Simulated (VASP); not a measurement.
All values below come from PBEsol GGA, VASP's PBE PAW potentials (set 64) (plane waves; VASP 6.6.1).

A VASP calculation is set up with these files.

POSCAR:
```
Hf3ZrC4
1
    0.0001569752     4.6206626155     4.6218726983
    4.6206626155     0.0001569752     4.6218726983
    2.3104097953     2.3104097953     0.0000000000
Zr C Hf
1 4 3
Direct
  0.0000000000   0.0000000000   0.0000000000
  0.2511979317   0.2511979317   0.4976041366
  0.2524069209   0.7475930791   0.5000000000
  0.7475930791   0.2524069209   0.5000000000
  0.7488020683   0.7488020683   0.5023958634
  0.0000000000   0.5000000000   0.0000000000
  0.5000000000   0.0000000000   0.0000000000
  0.5000000000   0.5000000000   0.0000000000
```

**INCAR**
```
SIGMA  =  0.1   # width (eV)
LWAVE  =  .False.
LREAL  =  .False.   # projection in real space or not
ENCUT  =  520
EDIFF  =  1E-6
NELM  =  100   # most electronic steps
PREC  =  Accurate
SYSTEM  =  Hf3ZrC4
IBRION  =  2   # conjugate gradients
ISIF  =  3
NSW  =  60
ALGO  =  Normal   # blocked Davidson
LCHARG  =  .False.
LASPH  =  .True.
ISMEAR  =  1   # Methfessel-Paxton
GGA  =  PS
LMAXMIX  =  6   # l cut-off of mixed one-centre charges
EDIFFG  =  -0.02   # ionic stop
```

**KPOINTS**
```
Automatic mesh
0
Gamma
5 5 10
0 0 0
```

POTCAR, in this order: Zr_sv C Hf_pv (PBE.64 set). Program: vasp_std.

What VASP printed:

OUTCAR:
```
 ion  position               nearest neighbor table
   1  0.000  0.000  0.000-   3 2.32   4 2.32   3 2.32   4 2.32   5 2.32   2 2.32   8 3.27   8 3.27
                             6 3.27   6 3.27   7 3.27   7 3.27   6 3.27   7 3.27   7 3.27   6 3.27
   2  0.251  0.251  0.498-   8 2.30   7 2.31   6 2.31   7 2.31   6 2.31   1 2.32
   3  0.252  0.748  0.500-   8 2.30   8 2.30   7 2.31   6 2.31   1 2.32   1 2.32
   4  0.748  0.252  0.500-   8 2.30   8 2.30   6 2.31   7 2.31   1 2.32   1 2.32
   5  0.749  0.749  0.502-   8 2.30   6 2.31   7 2.31   7 2.31   6 2.31   1 2.32
   6  0.000  0.500  0.000-   5 2.31   2 2.31   5 2.31   2 2.31   4 2.31   3 2.31   7 3.27   7 3.27
                             1 3.27   1 3.27   8 3.27   8 3.27   8 3.27   1 3.27   1 3.27   8 3.27
   7  0.500  0.000  0.000-   5 2.31   2 2.31   5 2.31   2 2.31   3 2.31   4 2.31   6 3.27   6 3.27
                             8 3.27   1 3.27   1 3.27   8 3.27   8 3.27   1 3.27   1 3.27   8 3.27
   8  0.500  0.500  0.000-   3 2.30   4 2.30   3 2.30   4 2.30   2 2.30   5 2.30   1 3.27   1 3.27
                             7 3.27   6 3.27   6 3.27   7 3.27   7 3.27   6 3.27   7 3.27   6 3.27
  LATTYP: Found a base centered orthorhombic cell.
 ALAT       =     6.5343817415
 B/A-ratio  =     1.4146319824
 C/A-ratio  =     0.5000339736
 Subroutine PRICEL returns:
 Original cell was already a primitive cell.
 Subroutine GETGRP returns: Found  8 space group operations
The static configuration has the point symmetry D_2h.
The dynamic configuration has the point symmetry D_2h.
 Subroutine INISYM returns: Found  8 space group operations
 Subroutine IBZKPT returns following result:
 Found     54 irreducible k-points:

 Following reciprocal coordinates:
            Coordinates               Weight
  0.000000  0.000000  0.000000      1.000000
  0.200000  0.000000  0.000000      4.000000
  0.400000  0.000000  0.000000      4.000000
  0.200000  0.200000  0.000000      2.000000
  0.400000  0.200000  0.000000      4.000000
 -0.400000  0.200000  0.000000      4.000000
 -0.200000  0.200000  0.000000      2.000000
  0.400000  0.400000  0.000000      2.000000
 -0.400000  0.400000  0.000000      2.000000
  0.000000  0.000000  0.100000      4.000000
  0.200000  0.000000  0.100000      4.000000
  0.400000  0.000000  0.100000      8.000000
 -0.400000  0.000000  0.100000      8.000000
 -0.200000  0.000000  0.100000      8.000000
  0.400000  0.400000  0.100000      4.000000
 -0.400000  0.400000  0.100000      8.000000
 -0.200000  0.400000  0.100000      4.000000
 -0.400000 -0.400000  0.100000      2.000000
  0.000000  0.000000  0.200000      4.000000
  0.200000  0.000000  0.200000      8.000000
  0.400000  0.000000  0.200000      4.000000
 -0.400000  0.000000  0.200000      8.000000
 -0.200000  0.000000  0.200000      8.000000
  0.200000  0.200000  0.200000      2.000000
 -0.400000  0.200000  0.200000      8.000000
 -0.400000 -0.400000  0.200000      4.000000
 -0.200000 -0.400000  0.200000      4.000000
  0.000000  0.000000  0.300000      4.000000
  0.200000  0.000000  0.300000      8.000000
  0.400000  0.000000  0.300000      8.000000
 -0.400000  0.000000  0.300000      4.000000
 -0.200000  0.000000  0.300000      8.000000
  0.200000  0.200000  0.300000      4.000000
  0.400000  0.200000  0.300000      4.000000
 -0.200000  0.200000  0.300000      8.000000
 -0.200000 -0.200000  0.300000      2.000000
 -0.000000 -0.000000  0.400000      4.000000
  0.200000 -0.000000  0.400000      8.000000
  0.400000 -0.000000  0.400000      8.000000
 -0.400000  0.000000  0.400000      8.000000
   k-points           NKPTS =     54   k-points in BZ     NKDIM =     54   number of bands    NBANDS=     34
   number of dos      NEDOS =    301   number of ions     NIONS =      8
   total plane-waves  NPLWV =  60000
   dimension x,y,z NGX =    50 NGY =   50 NGZ =   24
   dimension x,y,z NGXF=   100 NGYF=  100 NGZF=   48
   ions per type =               1   4   3
   PREC   = accura    normal or accurate (medium, high low for compatibility)
...
```

OSZICAR:
```
       N       E                     dE             d eps       ncg     rms          rms(c)
DAV:   1     0.332835741512E+03    0.33284E+03   -0.32476E+04  3672   0.170E+03
DAV:   2    -0.727619435973E+02   -0.40560E+03   -0.39740E+03  4482   0.409E+02
DAV:   3    -0.982028041599E+02   -0.25441E+02   -0.24915E+02  5424   0.775E+01
DAV:   4    -0.989849350874E+02   -0.78213E+00   -0.78131E+00  5240   0.123E+01
DAV:   5    -0.989941097170E+02   -0.91746E-02   -0.91733E-02  5018   0.141E+00    0.108E+02
DAV:   6    -0.873986277871E+02    0.11595E+02   -0.88217E+01  4084   0.311E+01    0.725E+01
DAV:   7    -0.872213099358E+02    0.17732E+00   -0.58530E+00  4580   0.105E+01    0.315E+01
DAV:   8    -0.871460001671E+02    0.75310E-01   -0.63029E-01  5156   0.359E+00    0.604E+00
DAV:   9    -0.871312277685E+02    0.14772E-01   -0.11852E-01  4676   0.157E+00    0.391E+00
DAV:  10    -0.871297017900E+02    0.15260E-02   -0.14087E-02  4542   0.710E-01    0.214E-01
DAV:  11    -0.871296115168E+02    0.90273E-04   -0.13283E-03  4606   0.205E-01    0.943E-02
DAV:  12    -0.871295858245E+02    0.25692E-04   -0.14180E-04  5200   0.722E-02    0.152E-01
DAV:  13    -0.871295818289E+02    0.39956E-05   -0.29478E-05  4896   0.337E-02    0.120E-02
DAV:  14    -0.871295815411E+02    0.28786E-06   -0.32516E-06  4168   0.947E-03
   1 F= -.87129582E+02 E0= -.87129840E+02  d E =-.871296E+02
```

File OUTCAR:
```
------------------------ aborting loop because EDIFF is reached ----------------------------------------
  FORCE on cell =-STRESS in cart. coord.  units (eV):
  Direction    XX          YY          ZZ          XY          YZ          ZX
  --------------------------------------------------------------------------------------
  Total        0.0884472      0.0884472      0.0053832     -0.0061229      0.0000000      0.0000000
  in kB        1.4360456      1.4360456      0.0874033     -0.0994122      0.0000000      0.0000000
  external PRESSURE =       0.9864982 kB  Pullay stress =       0.0000000 kB
  volume of cell :       98.68
      direct lattice vectors                 reciprocal lattice vectors
     0.000156975  4.620662615  4.621872698    -0.108213265  0.108213265  0.108181257
     4.620662615  0.000156975  4.621872698     0.108213265 -0.108213265  0.108181257
     2.310409795  2.310409795  0.000000000     0.216411825  0.216411825 -0.216362515
 POSITION                                       TOTAL-FORCE (eV/Angst)
 -----------------------------------------------------------------------------------
      0.00000      0.00000      0.00000        -0.000000      0.000000      0.000000
      2.31041      2.31041      2.32201         0.000000      0.000000      0.005862
      4.60962      2.32161      4.62187        -0.007131      0.007131      0.000000
      2.32161      4.60962      4.62187         0.007131     -0.007131      0.000000
      4.62082      4.62082      6.92174        -0.000000     -0.000000     -0.005862
      2.31033      0.00008      2.31094         0.000000      0.000000      0.000000
      0.00008      2.31033      2.31094         0.000000     -0.000000      0.000000
      2.31041      2.31041      4.62187         0.000000     -0.000000      0.000000
 -----------------------------------------------------------------------------------
    total drift:                               -0.000000     -0.000000      0.000000
  FREE ENERGIE OF THE ION-ELECTRON SYSTEM (eV)
  ---------------------------------------------------
  free  energy   TOTEN  =       -87.1295815411 eV

  energy  without entropy=      -87.1303582122  energy(sigma->0) =      -87.12984043

 reached required accuracy - stopping structural energy minimisation
```
(Selected blocks of OUTCAR.)

The structure was generated: Hf3ZrC4 was put into an ordered model structure (Cmmm), which need not be its known phase. It was relaxed first. The start is the result of an earlier pass.
